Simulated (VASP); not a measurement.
# Lattice of Si2Ni across functionals and dispersion corrections, part 2 of 3

Aim: relax Si2Ni at several levels and hold each cell against experiment. The start is a cell from a database of measured crystal structures.

VASP 6.6.1, plane waves and PAW; the level of theory is named at each step.

Still holding for the runs below: The k-mesh is coarse for a metal.

So far. Step 2 (Relaxation with PBE): It ends with forces that vanish by symmetry and a pressure of 0.00 GPa. The volume lies +1.9 % from that of the database's start. The conventional cell has a = 5.441 Å.

## Step 3: Relaxation with LDA

This step: LDA, spin-polarised from a ferromagnetic start (one magnetic atom a cell); plane waves and PAW (Si, Ni) (VASP 6.6.1).

LDA, the lowest rung, knows the local density alone.

The input, INCAR:

```
SYSTEM = Si2Ni
PREC = Accurate
ENCUT = 520
EDIFF = 1E-06
NELM = 100
ISMEAR = -1
SIGMA = 0.05
LREAL = .FALSE.
ALGO = Normal
GGA = CA
NBANDS = 17
ISPIN = 2
MAGMOM = 0 0 1
LASPH = .TRUE.
LMAXMIX = 4
LORBIT = 11
LWAVE = .FALSE.
LCHARG = .FALSE.
KPAR = 2
IBRION = 2
NSW = 60
ISIF = 3
EDIFFG = -0.01
```

The input, POSCAR:

```
Si2Ni
1.0
    0.0000000000      2.7030000000      2.7030000000
    2.7030000000      0.0000000000      2.7030000000
    2.7030000000      2.7030000000      0.0000000000
Si Ni
2 1
Direct
    0.2500000000      0.2500000000      0.2500000000
    0.7500000000      0.7500000000      0.7500000000
    0.0000000000      0.0000000000      0.0000000000
```

The input, KPOINTS:

```
Automatic mesh
0
Gamma
7 7 7
0 0 0
```

The projector-augmented-wave data sets are Si and Ni (PBE family, release 64).

Started as:

```bash
$ mpirun -np 2 vasp_std
```

The program printed:

```text
[banner, memory and clock lines left out]
running    2 mpi-ranks, on    1 nodes
 distrk:  each k-point on    1 cores,    2 groups
 distr:  one band on    1 cores,    1 groups

 POSCAR found type information on POSCAR SiNi
 POSCAR found :  2 types and       3 ions
|                                                                             |
|               ----> ADVICE to this user running VASP <----                  |
|                                                                             |
|     You enforced a specific xc type in the INCAR file but a different       |
|     [... a line on the potential file left out ...]
|     I HOPE YOU KNOW WHAT YOU ARE DOING!                                     |
|                                                                             |

 LDA part: xc-table for (Slater(with rela. corr.)+CA(PZ))
 , standard interpolation
 POSCAR, INCAR and KPOINTS ok, starting setup
 FFT: planning ... GRIDC
 FFT: planning ... GRID_SOFT
 FFT: planning ... GRID
 WAVECAR not read
 entering main loop
       N       E                     dE             d eps       ncg     rms          rms(c)
DAV:   1     0.661978959926E+02    0.66198E+02   -0.72829E+03  1360   0.104E+03
DAV:   2    -0.179045923869E+02   -0.84102E+02   -0.76254E+02  1498   0.214E+02
DAV:   3    -0.219046081026E+02   -0.40000E+01   -0.39024E+01  1744   0.508E+01
DAV:   4    -0.219736210507E+02   -0.69013E-01   -0.68741E-01  1569   0.590E+00
DAV:   5    -0.219752222173E+02   -0.16012E-02   -0.16009E-02  1727   0.981E-01    0.175E+01
DAV:   6    -0.269028883758E+02   -0.49277E+01   -0.39355E+01  1419   0.144E+02    0.247E+01
DAV:   7    -0.199743983559E+02    0.69285E+01   -0.12447E+01  1710   0.891E+01    0.335E+00
DAV:   8    -0.198659616773E+02    0.10844E+00   -0.14919E+00  1795   0.183E+01    0.232E+00
DAV:   9    -0.198204584879E+02    0.45503E-01   -0.20781E-01  1670   0.725E+00    0.522E-01
DAV:  10    -0.198193127579E+02    0.11457E-02   -0.58906E-03  1910   0.943E-01    0.323E-01
DAV:  11    -0.198189515656E+02    0.36119E-03   -0.61213E-04  1808   0.381E-01    0.139E-01
DAV:  12    -0.198189250694E+02    0.26496E-04   -0.62057E-05  1515   0.542E-02    0.446E-02
DAV:  13    -0.198189242022E+02    0.86715E-06   -0.44294E-06  1761   0.324E-02
   1 F= -.19818924E+02 E0= -.19815445E+02  d E =-.198189E+02  mag=    -0.0001
 curvature:   0.00 expect dE= 0.000E+00 dE for cont linesearch  0.000E+00
 trial: gam= 0.00000 g(F)=  0.154E-48 g(S)=  0.431E-01 ort = 0.000E+00 (trialstep = 0.100E+01)
 search vector abs. value=  0.431E-01
 bond charge predicted
       N       E                     dE             d eps       ncg     rms          rms(c)
DAV:   1    -0.204312637425E+02   -0.61234E+00   -0.42631E+00  1438   0.396E+01    0.776E+00
DAV:   2    -0.217266495608E+02   -0.12954E+01   -0.99054E+00  1447   0.759E+01    0.115E+01
DAV:   3    -0.198277197460E+02    0.18989E+01   -0.35415E+00  1672   0.519E+01    0.886E-01
DAV:   4    -0.198310415611E+02   -0.33218E-02   -0.22584E-01  1745   0.434E+00    0.891E-01
DAV:   5    -0.198233883970E+02    0.76532E-02   -0.20344E-02  1750   0.274E+00    0.221E-01
DAV:   6    -0.198232059742E+02    0.18242E-03   -0.10641E-03  1815   0.441E-01    0.127E-01
DAV:   7    -0.198231951338E+02    0.10840E-04   -0.23218E-04  1687   0.224E-01    0.146E-02
DAV:   8    -0.198231961535E+02   -0.10197E-05   -0.13918E-05  1528   0.287E-02    0.915E-03
DAV:   9    -0.198231958102E+02    0.34330E-06   -0.33179E-07   728   0.115E-02
   2 F= -.19823196E+02 E0= -.19819674E+02  d E =-.427161E-02  mag=    -0.0000
 trial-energy change:   -0.004272  1 .order   -0.001250   -0.043077    0.040578
 step:   0.5681(harm=  0.5149)  dis= 0.00000  next Energy=   -19.831715 (dE=-0.128E-01)
 bond charge predicted
       N       E                     dE             d eps       ncg     rms          rms(c)
DAV:   1    -0.199384776678E+02   -0.11528E+00   -0.80981E-01  1399   0.175E+01    0.302E+00
DAV:   2    -0.201096660012E+02   -0.17119E+00   -0.14052E+00  1645   0.306E+01    0.444E+00
DAV:   3    -0.198364058118E+02    0.27326E+00   -0.67804E-01  1437   0.198E+01    0.645E-01
DAV:   4    -0.198322911135E+02    0.41147E-02   -0.12864E-02  1681   0.157E+00    0.171E-01
DAV:   5    -0.198320148667E+02    0.27625E-03   -0.63973E-04  2068   0.264E-01    0.600E-02
DAV:   6    -0.198319922298E+02    0.22637E-04   -0.31090E-05  2022   0.866E-02    0.171E-02
DAV:   7    -0.198319936136E+02   -0.13838E-05   -0.53064E-06  1390   0.185E-02    0.563E-03
DAV:   8    -0.198319936279E+02   -0.14281E-07   -0.24791E-07   723   0.660E-03
   3 F= -.19831994E+02 E0= -.19828537E+02  d E =-.130694E-01  mag=     0.0000
 curvature:  -0.25 expect dE=-0.842E-05 dE for cont linesearch -0.842E-05
 trial: gam= 0.00000 g(F)=  0.155E-46 g(S)=  0.331E-04 ort =-0.119E-02 (trialstep = 0.914E+00)
 search vector abs. value=  0.331E-04
 reached required accuracy - stopping structural energy minimisation
```

The job ended after 24 s (2 MPI ranks of AMD EPYC 7R43, shared host; peak memory 0.25 GiB).

OUTCAR, selected parts (step 3):

```text
The static configuration has the point symmetry O_h .

 Found     20 irreducible k-points:

   NELECT =      18.0000    total number of electrons

 E-fermi :  10.5601

 spin component 1
 k-point     1 :       0.0000    0.0000    0.0000
  band No.  band energies     occupation
    ...
      3       5.1956      1.00000
      4       5.1956      1.00000
      5       6.9248      1.00000
      6       6.9248      1.00000
      7      10.4480      0.90404
      8      12.3485      0.00000
      9      12.3485      0.00000
     10      12.3485      0.00000
     11      12.8725      0.00000
     12      12.8725      0.00000
    ...

 k-point     2 :       0.1429    0.0000    0.0000
  band No.  band energies     occupation
    ...
      3       5.2901      1.00000
      4       5.2901      1.00000
      5       6.8746      1.00000
      6       6.8746      1.00000
      7       9.4758      1.00000
      8      11.3172      0.00000
      9      11.3200      0.00000
     10      11.3200      0.00000
     11      13.6500      0.00000
     12      13.6500      0.00000
    ...

 k-point     3 :       0.2857    0.0000    0.0000
  band No.  band energies     occupation
    ...
      5       6.8569      1.00000
      6       6.8569      1.00000
      7       7.6548      1.00000
      8      10.1743      0.99955
      9      10.1743      0.99955
     10      11.9398      0.00000
     11      12.9277      0.00000
     12      12.9277      0.00000
     13      13.8954      0.00000
     14      16.6600      0.00000
    ...

 k-point     4 :       0.4286    0.0000    0.0000
  band No.  band energies     occupation
    ...
      5       6.8086      1.00000
      6       7.0463      1.00000
      7       7.0463      1.00000
      8       9.2746      1.00000
      9       9.2746      1.00000
     10      12.3395      0.00000
     11      12.4936      0.00000
     12      12.4936      0.00000
     13      13.3790      0.00000
     14      19.1136      0.00000
    ...

  Total        0.0261974      0.0261974      0.0261974      0.0000000     -0.0000000      0.0000000
  in kB        1.0906786      1.0906786      1.0906786      0.0000000     -0.0000000      0.0000000
  external PRESSURE =       1.0906786 kB  Pullay stress =       0.0000000 kB

  energy-cutoff  :      520.00
  volume of cell :       38.48
      direct lattice vectors                 reciprocal lattice vectors
    -0.000000000  2.679665276  2.679665276    -0.186590469  0.186590469  0.186590469
     2.679665276  0.000000000  2.679665276     0.186590469 -0.186590469  0.186590469
     2.679665276  2.679665276 -0.000000000     0.186590469  0.186590469 -0.186590469

 POSITION                                       TOTAL-FORCE (eV/Angst)
 -----------------------------------------------------------------------------------
      1.33983      1.33983      1.33983        -0.000000     -0.000000      0.000000
      4.01950      4.01950      4.01950         0.000000      0.000000      0.000000
      0.00000      0.00000      0.00000        -0.000000     -0.000000     -0.000000
 -----------------------------------------------------------------------------------
    total drift:                               -0.000000     -0.000000      0.000000

  FREE ENERGIE OF THE ION-ELECTRON SYSTEM (eV)
  ---------------------------------------------------
  free  energy   TOTEN  =       -19.8319936279 eV

  energy  without entropy=      -19.8250794247  energy(sigma->0) =      -19.82853653

 total charge
# of ion       s       p       d       tot
------------------------------------------
    1        0.737   0.861   0.000   1.599
    2        0.737   0.861   0.000   1.599
    3        0.580   0.845   8.495   9.920
--------------------------------------------------
tot          2.055   2.568   8.495  13.118

 magnetization (x)
# of ion       s       p       d       tot
------------------------------------------
    1        0.000  -0.000   0.000  -0.000
    2        0.000  -0.000   0.000  -0.000
    3        0.000   0.000   0.000   0.000
--------------------------------------------------
tot          0.000  -0.000   0.000   0.000

[... 8 parts as in an earlier step ...]

[... 5 further parts left out ...]
```

CONTCAR:

```
Si2Ni
   1.00000000000000
    -0.0000000000000000    2.6796652761622437    2.6796652761622437
     2.6796652761622437    0.0000000000000000    2.6796652761622437
     2.6796652761622437    2.6796652761622437   -0.0000000000000000
  Si              Ni
     2     1
Direct
     0.2500000000000000    0.2500000000000000    0.2500000000000000
     0.7500000000000000    0.7500000000000000    0.7500000000000000
     0.0000000000000000    0.0000000000000000    0.0000000000000000
```

The PAW data sets were made with PBE, though LDA sets exist; this is a small mismatch.

The steps of the relaxation:

```tsv
step	energy less that of the first step (eV)	largest force (eV/Å)	pressure (GPa)	volume (Å³)
1	0.0000	0.0000	-3.83	39.50
2	-0.0043	0.0000	3.78	37.72
3	-0.0131	0.0000	0.11	38.48
```

```tsv
conventional cell, symmetrised	before	after	change
a (Å)	5.406	5.359	-0.9 %
b (Å)	5.406	5.359	-0.9 %
c (Å)	5.406	5.359	-0.9 %
volume (Å³/atom)	13.17	12.83	-2.6 %
```

Final coordinates:

```xyz
3
Lattice="0.0000 2.6797 2.6797 2.6797 0.0000 2.6797 2.6797 2.6797 0.0000" Properties=species:S:1:pos:R:3 pbc="T T T"
Si    1.3398    1.3398    1.3398
Si    4.0195    4.0195    4.0195
Ni    0.0000    0.0000    0.0000
```

This step gave:

```
free energy (TOTEN)             : -19.83 eV
energy at zero smearing         : -19.83 eV
Fermi energy                    : 10.56 eV
pressure                        : 0.1091 GPa
SCF cycles over all ionic steps : 30
```

It ends at 12.83 Å³/atom, -2.6 % from the start, with 0.11 GPa left. The conventional cell has a = 5.359 Å.

## Step 4: Relaxation with r2SCAN

This step: r2SCAN, spin-polarised from a ferromagnetic start (one magnetic atom a cell); plane waves and PAW (Si, Ni) (VASP 6.6.1).

r2SCAN adds the kinetic-energy density, costs more than a GGA and is run with LASPH.

Changes to INCAR since step 3:

```diff
@@ -9,3 +9,4 @@
 ALGO = Normal
-GGA = CA
+METAGGA = R2SCAN
+LASPH = .TRUE.
 NBANDS = 17
@@ -13,3 +14,2 @@
 MAGMOM = 0 0 1
-LASPH = .TRUE.
 LMAXMIX = 4
```

POSCAR is that of step 3.

KPOINTS is that of step 3.

Started as:

```bash
$ mpirun -np 2 vasp_std
```

The program printed:

```text
[banner, memory and clock lines left out]
running    2 mpi-ranks, on    1 nodes
[...]
[... a notice as in an earlier step ...]

 LDA part: xc-table for (None), standard interpolation
 POSCAR, INCAR and KPOINTS ok, starting setup
[...]
entering main loop
       N       E                     dE             d eps       ncg     rms          rms(c)
DAV:   1     0.559814834204E+02    0.55981E+02   -0.75360E+03  1360   0.108E+03
DAV:   2    -0.302567355060E+02   -0.86238E+02   -0.78295E+02  1499   0.221E+02
DAV:   3    -0.343050948104E+02   -0.40484E+01   -0.39547E+01  1737   0.527E+01
DAV:   4    -0.343719437793E+02   -0.66849E-01   -0.66559E-01  1582   0.589E+00
[...]
DAV:  12    -0.305515810576E+02    0.11305E-03   -0.27373E-04  1664   0.339E-01    0.432E-02
DAV:  13    -0.305515891727E+02   -0.81151E-05   -0.62709E-05  1864   0.870E-02    0.141E-02
DAV:  14    -0.305515896537E+02   -0.48104E-06   -0.35184E-06  1301   0.151E-02
   1 F= -.30551590E+02 E0= -.30548130E+02  d E =-.305516E+02  mag=     0.0001
[...]
DAV:   8    -0.305510932753E+02    0.41560E-06   -0.24832E-06  1170   0.291E-02
   2 F= -.30551093E+02 E0= -.30547624E+02  d E =0.496378E-03  mag=    -0.0000
 trial-energy change:    0.000496  1 .order    0.000490   -0.012177    0.013157
 step:   0.4807(harm=  0.4807)  dis= 0.00000  next Energy=   -30.554516 (dE=-0.293E-02)
[...]
N       E                     dE             d eps       ncg     rms          rms(c)
DAV:   1    -0.305961335407E+02   -0.45040E-01   -0.31688E-01  1407   0.111E+01    0.191E+00
DAV:   2    -0.306561286235E+02   -0.59995E-01   -0.51516E-01  1583   0.188E+01    0.267E+00
DAV:   3    -0.305548919267E+02    0.10124E+00   -0.23053E-01  1495   0.119E+01    0.362E-01
DAV:   4    -0.305544217850E+02    0.47014E-03   -0.41282E-03  1545   0.762E-01    0.796E-02
DAV:   5    -0.305543807000E+02    0.41085E-04   -0.25317E-04  2058   0.224E-01    0.362E-02
DAV:   6    -0.305543873416E+02   -0.66416E-05   -0.13292E-05  1450   0.274E-02    0.204E-02
DAV:   7    -0.305543925373E+02   -0.51956E-05   -0.14603E-06  1228   0.106E-02    0.280E-03
DAV:   8    -0.305543930617E+02   -0.52448E-06   -0.28520E-07   711   0.507E-03
   3 F= -.30554393E+02 E0= -.30550954E+02  d E =-.280341E-02  mag=     0.0000
[...]
reached required accuracy - stopping structural energy minimisation
```

Wall time 1.9 min (2 MPI ranks); peak memory 0.3 GiB.

OUTCAR, selected parts (step 4):

```text
  Total       -0.0007322     -0.0007322     -0.0007322      0.0000000      0.0000000     -0.0000000
  in kB       -0.0300495     -0.0300495     -0.0300495      0.0000000      0.0000000     -0.0000000
  external PRESSURE =      -0.0300495 kB  Pullay stress =       0.0000000 kB

 POSITION                                       TOTAL-FORCE (eV/Angst)
 -----------------------------------------------------------------------------------
      1.34625      1.34625      1.34625         0.000000      0.000000     -0.000000
      4.03875      4.03875      4.03875        -0.000000     -0.000000      0.000000
      0.00000      0.00000      0.00000        -0.000000     -0.000000      0.000000
 -----------------------------------------------------------------------------------
    total drift:                               -0.000000     -0.000000      0.000000

  FREE ENERGIE OF THE ION-ELECTRON SYSTEM (eV)
  ---------------------------------------------------
  free  energy   TOTEN  =       -30.5543930617 eV

  energy  without entropy=      -30.5475157297  energy(sigma->0) =      -30.55095440

 magnetization (x)
# of ion       s       p       d       tot
------------------------------------------
    1       -0.000  -0.000   0.000  -0.000
    2       -0.000  -0.000   0.000  -0.000
    3        0.000   0.000   0.000   0.000
--------------------------------------------------
tot          0.000   0.000   0.000   0.000

[... 2 parts as in an earlier step ...]

[... 2 further parts left out ...]
[key lines of the parts left out:]
E-fermi :  10.6552
```

The PAW data sets were made with PBE, which is usual practice but a small mismatch for other functionals.

Step by step:

```tsv
step	energy less that of the first step (eV)	largest force (eV/Å)	pressure (GPa)	volume (Å³)
1	0.0000	0.0000	-2.04	39.50
2	0.0005	0.0000	2.26	38.55
3	-0.0028	0.0000	0.00	39.04
```

```tsv
conventional cell, symmetrised	before	after	change
a (Å)	5.406	5.385	-0.4 %
b (Å)	5.406	5.385	-0.4 %
c (Å)	5.406	5.385	-0.4 %
volume (Å³/atom)	13.17	13.01	-1.2 %
```

Final coordinates:

```
Si Ni
1.0
     0.00000    2.69250    2.69250
     2.69250    0.00000    2.69250
     2.69250    2.69250    0.00000
Si Ni
2 1
Direct
  0.25000 0.25000 0.25000
  0.75000 0.75000 0.75000
  0.00000 0.00000 0.00000
```

It ends at 13.01 Å³/atom, -1.2 % from the start, with 0.00 GPa left. The conventional cell has a = 5.385 Å.

[end of part 2 of 3]

[Lines on the potential files, build, host, timing and source positions are cut from VASP's logs without a mark.]

[Logs are printed without paths, hosts, clocks, repeated set-up lines and the standing remarks that a program may print on its own settings, such as how far it seeks lower states.]

[Hosts, paths, dates, database ids (printed as entryN), source tags and the programs' standing remarks are cut or masked in the printed files.]

[A measured line is paired with the nearest computed mode of its activity, which favours agreement.]
